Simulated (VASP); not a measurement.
# A slab model of a few sheets of TiNF

Wanted: how a few sheets of TiNF relaxes, and what it costs to take an electron out.

Calculated with VASP 6.6.1; PBEsol, no spin polarisation; plane waves and PAW (F, Ti, N).

### Step 1. The starting structure

The cell holds 12 atoms: 4 F, 4 Ti and 4 N. Cell: a = 3.062 Å, b = 3.964 Å, c = 27.206 Å, α = 90.0°, β = 90.0°, γ = 90.0°. It derives from TiNF. A few sheets cut from a layered arrangement of the crystal. Vacuum lies along c.

Structure file:

```
F Ti N
1.0
     3.06200    0.00000    0.00000
     0.00000    3.96439    0.00000
     0.00000    0.00000   27.20570
F Ti N
4 4 4
Direct
  0.50000 0.50000 0.72432
  0.00000 0.00000 0.56499
  0.50000 0.50000 0.43501
  0.00000 0.00000 0.27568
  0.00000 0.50000 0.67477
  0.50000 0.00000 0.61454
  0.00000 0.50000 0.38546
  0.50000 0.00000 0.32523
  0.00000 0.00000 0.66221
  0.50000 0.50000 0.62710
  0.00000 0.00000 0.37290
  0.50000 0.50000 0.33779
```

### Step 2. Surface relaxation

All atoms relax at the fixed cell.

File INCAR:

```
SYSTEM = TiNF
PREC = Normal
ENCUT = 400
EDIFF = 1E-05
NELM = 120
ISMEAR = 0
SIGMA = 0.05
LREAL = .FALSE.
ALGO = Fast
GGA = PS
NBANDS = 44
LORBIT = 11
LWAVE = .FALSE.
LCHARG = .FALSE.
KPAR = 4
IBRION = 2
NSW = 40
ISIF = 2
EDIFFG = -0.03
POTIM = 0.4
MAXMIX = 40
IDIPOL = 3
LDIPOL = .TRUE.
DIPOL = 0.5 0.5 0.5
```

File POSCAR:

```
TiNF
1.0
    3.0620040000      0.0000000000      0.0000000000
    0.0000000000      3.9643870000      0.0000000000
    0.0000000000      0.0000000000     27.2056991612
F Ti N
4 4 4
Direct
    0.5000000000      0.5000000000      0.7243224680
    0.0000000000      0.0000000000      0.5649855170
    0.5000000000      0.5000000000      0.4350144830
    0.0000000000      0.0000000000      0.2756775320
    0.0000000000      0.5000000000      0.6747669030
    0.5000000000      0.0000000000      0.6145410820
    0.0000000000      0.5000000000      0.3854589180
    0.5000000000      0.0000000000      0.3252330970
    0.0000000000      0.0000000000      0.6622103580
    0.5000000000      0.5000000000      0.6270976270
    0.0000000000      0.0000000000      0.3729023730
    0.5000000000      0.5000000000      0.3377896420
```

File KPOINTS:

```
Automatic mesh
0
Gamma
8 6 1
0 0 0
```

The projector-augmented-wave data sets are F, Ti and N (PBE family, release 64).

Launch:

```sh
$ mpirun -np 4 vasp_std
```

Output:

```text
[banner, memory and clock lines left out]
running    4 mpi-ranks, on    1 nodes
 distrk:  each k-point on    1 cores,    4 groups
 distr:  one band on    1 cores,    1 groups

 POSCAR found type information on POSCAR F TiN
 POSCAR found :  3 types and      12 ions
|                                                                             |
|               ----> ADVICE to this user running VASP <----                  |
|                                                                             |
|     You enforced a specific xc type in the INCAR file but a different       |
|     [... a line on the potential file left out ...]
|     I HOPE YOU KNOW WHAT YOU ARE DOING!                                     |
|                                                                             |

 LDA part: xc-table for (Slater+PW92), standard interpolation
 POSCAR, INCAR and KPOINTS ok, starting setup
 FFT: planning ... GRIDC
 FFT: planning ... GRID_SOFT
 FFT: planning ... GRID
 WAVECAR not read
 entering main loop
       N       E                     dE             d eps       ncg     rms          rms(c)
DAV:   1     0.735443567486E+03    0.73544E+03   -0.22092E+04  1760   0.101E+03
DAV:   2     0.717870423943E+02   -0.66366E+03   -0.63483E+03  2260   0.285E+02
DAV:   3    -0.123047736712E+03   -0.19483E+03   -0.19068E+03  2352   0.174E+02
DAV:   4    -0.132351519285E+03   -0.93038E+01   -0.92758E+01  2236   0.482E+01
DAV:   5    -0.132623831528E+03   -0.27231E+00   -0.27222E+00  2256   0.787E+00    0.557E+01
RMM:   6    -0.103403427063E+03    0.29220E+02   -0.17020E+02  1900   0.547E+01    0.126E+01
RMM:   7    -0.102445575639E+03    0.95785E+00   -0.29184E+01  1764   0.350E+01    0.199E+01
RMM:   8    -0.102057360548E+03    0.38822E+00   -0.54893E+00  1855   0.902E+00    0.105E+01
RMM:   9    -0.101842373685E+03    0.21499E+00   -0.18502E+00  1782   0.588E+00    0.842E+00
RMM:  10    -0.101726062214E+03    0.11631E+00   -0.10267E+00  1900   0.496E+00    0.195E+00
RMM:  11    -0.101666431189E+03    0.59631E-01   -0.41732E-01  1772   0.311E+00    0.153E+00
RMM:  12    -0.101672797577E+03   -0.63664E-02   -0.86797E-02  1912   0.133E+00    0.715E-01
RMM:  13    -0.101668131937E+03    0.46656E-02   -0.26195E-02  1807   0.668E-01    0.562E-01
RMM:  14    -0.101670833271E+03   -0.27013E-02   -0.17752E-02  1902   0.503E-01    0.426E-01
RMM:  15    -0.101668891358E+03    0.19419E-02   -0.23807E-03  1783   0.274E-01    0.299E-01
RMM:  16    -0.101668027129E+03    0.86423E-03   -0.78371E-03  1830   0.366E-01    0.903E-02
RMM:  17    -0.101668384045E+03   -0.35692E-03   -0.11079E-03  1824   0.166E-01    0.493E-02
RMM:  18    -0.101668817888E+03   -0.43384E-03   -0.55080E-04  1769   0.107E-01    0.971E-02
RMM:  19    -0.101668817615E+03    0.27252E-06   -0.80258E-05  1588   0.494E-02
   1 F= -.10166882E+03 E0= -.10166882E+03  d E =-.101669E+03
 curvature:   0.00 expect dE= 0.000E+00 dE for cont linesearch  0.000E+00
 trial: gam= 0.00000 g(F)=  0.245E-01 g(S)=  0.000E+00 ort = 0.000E+00 (trialstep = 0.100E+01)
 search vector abs. value=  0.245E-01
 bond charge predicted
       N       E                     dE             d eps       ncg     rms          rms(c)
DAV:   1    -0.101670600910E+03   -0.17830E-02   -0.64707E+00  1812   0.137E+01    0.383E-01
RMM:   2    -0.101687478560E+03   -0.16878E-01   -0.17038E-01  1774   0.221E+00    0.654E-01
RMM:   3    -0.101685094151E+03    0.23844E-02   -0.43195E-02  1766   0.121E+00    0.240E-01
RMM:   4    -0.101683727856E+03    0.13663E-02   -0.73959E-03  1771   0.587E-01    0.144E-01
RMM:   5    -0.101683790655E+03   -0.62799E-04   -0.23159E-03  1832   0.215E-01    0.122E-01
RMM:   6    -0.101683802777E+03   -0.12122E-04   -0.62208E-04  1842   0.120E-01    0.302E-02
RMM:   7    -0.101683843550E+03   -0.40773E-04   -0.28766E-04  1713   0.632E-02    0.376E-02
RMM:   8    -0.101683859836E+03   -0.16286E-04   -0.42405E-05  1465   0.345E-02    0.142E-02
RMM:   9    -0.101683889278E+03   -0.29441E-04   -0.15022E-05  1116   0.198E-02    0.112E-02
RMM:  10    -0.101683903200E+03   -0.13922E-04   -0.48717E-06  1074   0.109E-02    0.858E-03
RMM:  11    -0.101683913403E+03   -0.10203E-04   -0.24169E-06  1027   0.694E-03    0.928E-03
RMM:  12    -0.101683924093E+03   -0.10690E-04   -0.53569E-06  1059   0.118E-02    0.422E-03
RMM:  13    -0.101683933009E+03   -0.89165E-05   -0.35674E-06  1041   0.868E-03
   2 F= -.10168393E+03 E0= -.10168393E+03  d E =-.151154E-01
[...]
3 F= -.10168487E+03 E0= -.10168487E+03  d E =-.160514E-01
[...]
4 F= -.10169479E+03 E0= -.10169479E+03  d E =-.992115E-02
[...]
5 F= -.10170044E+03 E0= -.10170044E+03  d E =-.155755E-01
[...]
6 F= -.10170238E+03 E0= -.10170238E+03  d E =-.193905E-02
[...]
7 F= -.10170248E+03 E0= -.10170248E+03  d E =-.203116E-02
[...]
8 F= -.10170248E+03 E0= -.10170248E+03  d E =-.612407E-05
 trial-energy change:   -0.000006  1 .order   -0.000020   -0.000305    0.000265
 step:   0.7829(harm=  0.7829)  dis= 0.00096  next Energy=  -101.702557 (dE=-0.815E-04)
 bond charge predicted
       N       E                     dE             d eps       ncg     rms          rms(c)
DAV:   1    -0.101702555160E+03   -0.76435E-04   -0.10760E-02  1760   0.561E-01    0.381E-02
RMM:   2    -0.101702550959E+03    0.42009E-05   -0.29539E-04  1756   0.991E-02    0.922E-03
RMM:   3    -0.101702557922E+03   -0.69631E-05   -0.70175E-05  1542   0.391E-02
   9 F= -.10170256E+03 E0= -.10170256E+03  d E =-.822162E-04
 curvature:  -0.40 expect dE=-0.179E-04 dE for cont linesearch -0.186E-06
 trial: gam= 0.17067 g(F)=  0.444E-04 g(S)=  0.000E+00 ort = 0.995E-05 (trialstep = 0.133E+01)
 search vector abs. value=  0.541E-04
 reached required accuracy - stopping structural energy minimisation
```

The job ended after 80 s (4 MPI ranks of Intel Xeon 6975P-C (Granite Rapids), shared host; peak memory 1.3 GiB).

Lines that name or quote the potential files are left out of all logs, and their timing lines are given in words.

Parts of OUTCAR (step 2):

```text
ion  position               nearest neighbor table
   1  0.500  0.500  0.724-   5 2.04   5 2.04
   2  0.000  0.000  0.565-   6 2.04   6 2.04
   3  0.500  0.500  0.435-   7 2.04   7 2.04
   4  0.000  0.000  0.276-   8 2.04   8 2.04
   5  0.000  0.500  0.675-  10 2.01  10 2.01   9 2.01   9 2.01   1 2.04   1 2.04   6 2.99   6 2.99
                             6 2.99   6 2.99
   6  0.500  0.000  0.615-   9 2.01   9 2.01  10 2.01  10 2.01   2 2.04   2 2.04   5 2.99   5 2.99
                             5 2.99   5 2.99
   7  0.000  0.500  0.385-  12 2.01  12 2.01  11 2.01  11 2.01   3 2.04   3 2.04   8 2.99   8 2.99
                             8 2.99   8 2.99
   8  0.500  0.000  0.325-  11 2.01  11 2.01  12 2.01  12 2.01   4 2.04   4 2.04   7 2.99   7 2.99
                             7 2.99   7 2.99
   9  0.000  0.000  0.662-   6 2.01   6 2.01   5 2.01   5 2.01
  10  0.500  0.500  0.627-   5 2.01   5 2.01   6 2.01   6 2.01
  11  0.000  0.000  0.373-   8 2.01   8 2.01   7 2.01   7 2.01
  12  0.500  0.500  0.338-   7 2.01   7 2.01   8 2.01   8 2.01

  LATTYP: Found a simple orthorhombic cell.
 ALAT       =     3.0620040000
 B/A-ratio  =     1.2947034034
 C/A-ratio  =     8.8849326001

 Subroutine GETGRP returns: Found  8 space group operations
 (whereof  4 operations were pure point group operations)

The static configuration has the point symmetry C_2v.
 The point group associated with its full space group is D_2h.

 Found     20 irreducible k-points:

   k-points           NKPTS =     20   k-points in BZ     NKDIM =     20   number of bands    NBANDS=     44

   dimension x,y,z NGX =    16 NGY =   20 NGZ =  140
   dimension x,y,z NGXF=    32 NGYF=   40 NGZF=  280

   ENCUT  =  400.0 eV  29.40 Ry    5.42 a.u.   4.99  6.46 44.37*2*pi/ulx,y,z

   NELECT =      64.0000    total number of electrons

 k-points in reciprocal lattice and weights: Automatic mesh
   0.00000000  0.00000000  0.00000000       0.021
   0.12500000  0.00000000  0.00000000       0.042
   0.25000000  0.00000000  0.00000000       0.042
   0.37500000  0.00000000  0.00000000       0.042
   0.50000000  0.00000000  0.00000000       0.021
   0.00000000  0.16666667  0.00000000       0.042
   0.12500000  0.16666667  0.00000000       0.083
   0.25000000  0.16666667  0.00000000       0.083
   0.37500000  0.16666667  0.00000000       0.083
[...]
0.37500000  0.50000000  0.00000000       0.042
   0.50000000  0.50000000  0.00000000       0.021

 dipolmoment           0.000000      0.000000     -0.000000 electrons x Angstroem

 average (electrostatic) potential at core
       1 -82.5791       2 -82.5816       3 -82.5816       4 -82.5791       5 -33.2863
       6 -33.2872       7 -33.2872       8 -33.2863       9 -70.9250      10 -70.9251
      11 -70.9251      12 -70.9250

 E-fermi :  -2.7504

 k-point     1 :       0.0000    0.0000    0.0000
  band No.  band energies     occupation
    ...
     28      -5.4288      2.00000
     29      -4.1750      2.00000
     30      -4.1748      2.00000
     31      -2.9819      2.00000
     32      -2.9810      2.00000
     33      -2.4418      0.00000
     34      -2.4418      0.00000
     35      -1.6180      0.00000
     36      -1.6173      0.00000
     37      -1.4810      0.00000
    ...

 k-point     2 :       0.1250    0.0000    0.0000
  band No.  band energies     occupation
    ...
     28      -4.8942      2.00000
     29      -4.5656      2.00000
     30      -4.5613      2.00000
     31      -3.5440      2.00000
     32      -3.5436      2.00000
     33      -2.0715      0.00000
     34      -2.0710      0.00000
     35      -1.3567      0.00000
     36      -1.3552      0.00000
     37      -1.3490      0.00000
    ...

 k-point     3 :       0.2500    0.0000    0.0000
  band No.  band energies     occupation
    ...
     28      -5.1521      2.00000
     29      -4.3681      2.00000
     30      -4.3673      2.00000
     31      -4.3243      2.00000
     32      -4.3146      2.00000
     33      -1.7339      0.00000
     34      -1.7334      0.00000
     35      -1.2608      0.00000
     36      -1.2587      0.00000
     37      -1.1177      0.00000
    ...

  Total       -9.4326091     -8.1006396     -6.6356191      0.0000000      0.0000000      0.0000000
  in kB      -45.7615505    -39.2996068    -32.1921765      0.0000000      0.0000000      0.0000000
  external PRESSURE =     -39.0844446 kB  Pullay stress =       0.0000000 kB

  energy-cutoff  :      400.00
  volume of cell :      330.25
      direct lattice vectors                 reciprocal lattice vectors
     3.062004000  0.000000000  0.000000000     0.326583505  0.000000000  0.000000000
     0.000000000  3.964387000  0.000000000     0.000000000  0.252245807  0.000000000
     0.000000000  0.000000000 27.205699161     0.000000000  0.000000000  0.036757004

 POSITION                                       TOTAL-FORCE (eV/Angst)
 -----------------------------------------------------------------------------------
      1.53100      1.98219     19.65717         0.000000      0.000000      0.002551
      0.00000      0.00000     15.41683         0.000000      0.000000     -0.018297
      1.53100      1.98219     11.78887         0.000000      0.000000      0.018297
      0.00000      0.00000      7.54853         0.000000      0.000000     -0.002551
      0.00000      1.98219     18.34067         0.000000      0.000000      0.005403
      1.53100      0.00000     16.73329         0.000000      0.000000     -0.003650
      0.00000      1.98219     10.47241         0.000000      0.000000      0.003650
      1.53100      0.00000      8.86503         0.000000      0.000000     -0.005403
      0.00000      0.00000     18.03860         0.000000      0.000000     -0.005837
      1.53100      1.98219     17.03560         0.000000      0.000000     -0.012559
      0.00000      0.00000     10.17010         0.000000      0.000000      0.012559
      1.53100      1.98219      9.16709         0.000000      0.000000      0.005837
 -----------------------------------------------------------------------------------
    total drift:                                0.000000      0.000000     -0.000000

  FREE ENERGIE OF THE ION-ELECTRON SYSTEM (eV)
  ---------------------------------------------------
  free  energy   TOTEN  =      -101.7025579223 eV

  energy  without entropy=     -101.7025579223  energy(sigma->0) =     -101.70255792

 reached required accuracy - stopping structural energy minimisation

 vacuum level on the upper side and lower side of the slab         3.575         3.575

 total charge
# of ion       s       p       d       tot
------------------------------------------
    1        1.776   4.346   0.000   6.122
    2        1.776   4.346   0.000   6.122
    3        1.776   4.346   0.000   6.122
    4        1.776   4.346   0.000   6.122
    5        0.525   0.986   2.676   4.187
    6        0.525   0.986   2.676   4.186
    7        0.525   0.986   2.676   4.186
    8        0.525   0.986   2.676   4.187
    9        1.287   2.402   0.000   3.688
   10        1.287   2.402   0.000   3.688
   11        1.287   2.402   0.000   3.688
   12        1.287   2.402   0.000   3.688
--------------------------------------------------
tot         14.348  30.934  10.703  55.985

[... 3 further parts left out ...]
```

This run has no spin polarisation, so a moment on Ti, if there is one, isn't seen. The gap is read on the k-mesh alone, so it is an upper bound where the band edges lie off the mesh. LASPH is off, so gradient terms of the non-spherical density inside the spheres are left out; for open d or f shells this can shift gaps and moments. The PAW data sets were made with PBE, which is usual practice but a small mismatch for other functionals. The data set Ti keeps the semicore shell frozen, which is cheaper and a little less accurate. The run keeps the 8 symmetry operations of its start, so it cannot find a distortion of lower symmetry.

The steps of the relaxation:

```tsv
step	energy less that of the first step (eV)	largest force (eV/Å)
1	0.0000	0.3846
2	-0.0151	0.1712
3	-0.0161	0.2642
4	-0.0260	0.1409
5	-0.0316	0.1303
6	-0.0336	0.0334
7	-0.0337	0.0315
8	-0.0337	0.0414
9	-0.0337	0.0183
```

The atoms that moved most (Å):

```tsv
atom	dx	dy	dz	length
F4	0.000	0.000	0.049	0.049
F1	0.000	0.000	-0.049	0.049
F2	0.000	0.000	0.046	0.046
F3	0.000	0.000	-0.046	0.046
N10	0.000	0.000	-0.025	0.025
N11	0.000	0.000	0.025	0.025
N12	0.000	0.000	-0.023	0.023
N9	0.000	0.000	0.023	0.023
```

The relaxed structure:

```cif
data_structure
_symmetry_space_group_name_H-M 'P 1'
_symmetry_Int_Tables_number 1
_cell_length_a 3.0620
_cell_length_b 3.9644
_cell_length_c 27.2057
_cell_angle_alpha 90.000
_cell_angle_beta 90.000
_cell_angle_gamma 90.000
_cell_volume 330.25
loop_
_atom_site_label
_atom_site_type_symbol
_atom_site_fract_x
_atom_site_fract_y
_atom_site_fract_z
_atom_site_occupancy
F1 F 0.50000 0.50000 0.72254 1
F2 F 0.00000 0.00000 0.56668 1
F3 F 0.50000 0.50000 0.43332 1
F4 F 0.00000 0.00000 0.27746 1
Ti5 Ti 0.00000 0.50000 0.67415 1
Ti6 Ti 0.50000 0.00000 0.61507 1
Ti7 Ti 0.00000 0.50000 0.38493 1
Ti8 Ti 0.50000 0.00000 0.32585 1
N9 N 0.00000 0.00000 0.66305 1
N10 N 0.50000 0.50000 0.62618 1
N11 N 0.00000 0.00000 0.37382 1
N12 N 0.50000 0.50000 0.33695 1
```

Numbers from this step:

* electronic cycles: 78
* electrons: 64
* free energy (TOTEN): -101.7026 eV
* Fermi energy: -2.750 eV
* labelled metallic, from the levels on this mesh: no
* dipole moment: 0, 0, 0 e·Å
* gap on the k-mesh: 0.5392 eV
* least direct gap on the k-mesh: 0.5392 eV

The run ended after 9 ionic steps, 0.034 eV below its first step, once the forces on the free atoms met EDIFFG = -0.03.

Only the dipole across the slab is computed (IDIPOL = 3); zeros along the plane are no results.

(Part 1 of 2 ends here.)

[Lines on the potential files, build, host, timing and source positions are cut from VASP's logs without a mark.]

[Logs are printed without paths, hosts, clocks, repeated set-up lines and the standing remarks that a program may print on its own settings, such as how far it seeks lower states.]

[Hosts, paths, dates, database ids (printed as entryN), source tags and the programs' standing remarks are cut or masked in the printed files.]

[In band tables of VASP the shares of atoms and orbitals are scaled to a sum of 1 inside the atoms' spheres.]

[Runs that stopped without an error message from VASP are left out.]
